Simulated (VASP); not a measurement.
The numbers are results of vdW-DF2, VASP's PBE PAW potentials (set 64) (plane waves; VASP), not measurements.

VASP input:

### INCAR
```
! general
SYSTEM   = NiO
PREC     = Accurate
ENCUT    = 520
LREAL    = .FALSE.
LASPH    = .TRUE.

! electronic loop
EDIFF    = 1E-6
NELM     = 100
ALGO     = Normal
LMAXMIX  = 4

! smearing
ISMEAR   = 0
SIGMA    = 0.05

! functional
GGA      = ML
LUSE_VDW = .TRUE.
AGGAC    = 0.0
ZAB_VDW  = -1.8867

! spin
ISPIN    = 2
MAGMOM   = 2.0 -2.0 0.0 0.0

! ions
IBRION   = 2
NSW      = 60
ISIF     = 3
EDIFFG   = -0.02

! output
LWAVE    = .FALSE.
LCHARG   = .FALSE.
LORBIT   = 10
```

File KPOINTS:
```
kpoints
0
Gamma
 8 8 8
```

**POSCAR**
```
NiO
1
    4.1176733789     2.0566918651     2.0566918651
    2.0566918651     4.1176733789     2.0566918651
    2.0566918651     2.0566918651     4.1176733789
Ni O
2 2
Direct
  0.0000000000   0.0000000000   0.0000000000
  0.5000000000   0.5000000000   0.5000000000
  0.2500000000   0.2500000000   0.2500000000
  0.7500000000   0.7500000000   0.7500000000
```

POTCAR, in this order: Ni O (PBE.64 set). Program: vasp_std.

### Question
What will the output report for the number of irreducible k-points (NKPTS), largest plane-wave count, number of space-group operations, FFT grid (NGX, NGY, NGZ)?

### Answer

The number of irreducible k-points (NKPTS) comes out as 65 and the largest plane-wave count is 966. The number of space-group operations is 12 and the FFT grid (NGX, NGY, NGZ) is 40 × 40 × 40.

The compound is NiO in the rock salt, AFM-II order structure. This run relaxes it. Symmetry was kept, so distortions that lower it aren't found. The start is the result of an earlier pass.
